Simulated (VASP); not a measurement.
Computed with PBE GGA, VASP's PBE PAW potentials (set 64) (plane waves; VASP).

VASP ran on this input.

**POSCAR**
```
Nb
1
   -1.6830000000     1.6830000000     1.6830000000
    1.6830000000    -1.6830000000     1.6830000000
    1.6830000000     1.6830000000    -1.6830000000
Nb
1
Direct
  0.0000000000   0.0000000000   0.0000000000
```

INCAR:
```
# general
SYSTEM   = Nb
PREC     = Accurate
ENCUT    = 400
LREAL    = F   # projection in real space or not
LASPH    = T
KSPACING = 0.3
KGAMMA   = T

# electronic loop
EDIFF    = 1E-6   # SCF stop (eV)
NELM     = 100   # most electronic steps
ALGO     = Normal
LMAXMIX  = 4

# smearing
ISMEAR   = 1
SIGMA    = 0.1

# functional
GGA      = PE   # PBE

# ions
ISIF     = 2   # forces and stress, cell fixed

# output
LWAVE    = F
LCHARG   = F
```

POTCAR, in this order: Nb_sv (PBE.64 set). Program: vasp_std.

What VASP printed:

OSZICAR:
```
       N       E                     dE             d eps       ncg     rms          rms(c)
DAV:   1     0.940540061552E+02    0.94054E+02   -0.65585E+03   708   0.105E+03
DAV:   2    -0.655048043547E+01   -0.10060E+03   -0.98137E+02   784   0.381E+02
DAV:   3    -0.104303596299E+02   -0.38799E+01   -0.36866E+01   978   0.618E+01
DAV:   4    -0.106533117363E+02   -0.22295E+00   -0.22019E+00   946   0.143E+01
DAV:   5    -0.106623241873E+02   -0.90125E-02   -0.90096E-02  1096   0.241E+00    0.685E+00
DAV:   6    -0.102485541921E+02    0.41377E+00   -0.83051E-01  1080   0.113E+01    0.236E+00
DAV:   7    -0.101929347208E+02    0.55619E-01   -0.25873E-01  1090   0.617E+00    0.957E-01
DAV:   8    -0.101962654015E+02   -0.33307E-02   -0.10098E-02   776   0.152E+00    0.701E-02
DAV:   9    -0.101963120813E+02   -0.46680E-04   -0.84053E-04  1262   0.333E-01    0.273E-02
DAV:  10    -0.101963240865E+02   -0.12005E-04   -0.17181E-05   790   0.668E-02    0.109E-02
DAV:  11    -0.101963174446E+02    0.66420E-05   -0.23583E-06   652   0.227E-02    0.264E-03
DAV:  12    -0.101963178178E+02   -0.37321E-06   -0.24965E-07   416   0.668E-03
   1 F= -.10196318E+02 E0= -.10195945E+02  d E =-.111817E-02
```

**OUTCAR**
```
------------------------ aborting loop because EDIFF is reached ----------------------------------------
  FORCE on cell =-STRESS in cart. coord.  units (eV):
  Direction    XX          YY          ZZ          XY          YZ          ZX
  --------------------------------------------------------------------------------------
  Total       -1.0531687     -1.0531687     -1.0531687      0.0000000      0.0000000     -0.0000000
  in kB      -88.4904027    -88.4904027    -88.4904027      0.0000000      0.0000000     -0.0000000
  external PRESSURE =     -88.4904027 kB  Pullay stress =       0.0000000 kB
  volume of cell :       19.07
      direct lattice vectors                 reciprocal lattice vectors
    -1.683000000  1.683000000  1.683000000     0.000000000  0.297088532  0.297088532
     1.683000000 -1.683000000  1.683000000     0.297088532  0.000000000  0.297088532
     1.683000000  1.683000000 -1.683000000     0.297088532  0.297088532  0.000000000
 POSITION                                       TOTAL-FORCE (eV/Angst)
 -----------------------------------------------------------------------------------
      0.00000      0.00000      0.00000        -0.000000     -0.000000      0.000000
 -----------------------------------------------------------------------------------
    total drift:                                0.000000     -0.000000      0.000000
  FREE ENERGIE OF THE ION-ELECTRON SYSTEM (eV)
  ---------------------------------------------------
  free  energy   TOTEN  =       -10.1963178178 eV

  energy  without entropy=      -10.1951996463  energy(sigma->0) =      -10.19594509
```
(Selected blocks of OUTCAR.)

The compound is Nb in the bcc structure. The cell was not relaxed at this level. The run is one of a series of settings (KGAMMA = .TRUE., KSPACING = 0.3, KPOINTS file removed against the base run), some of them coarse on purpose.
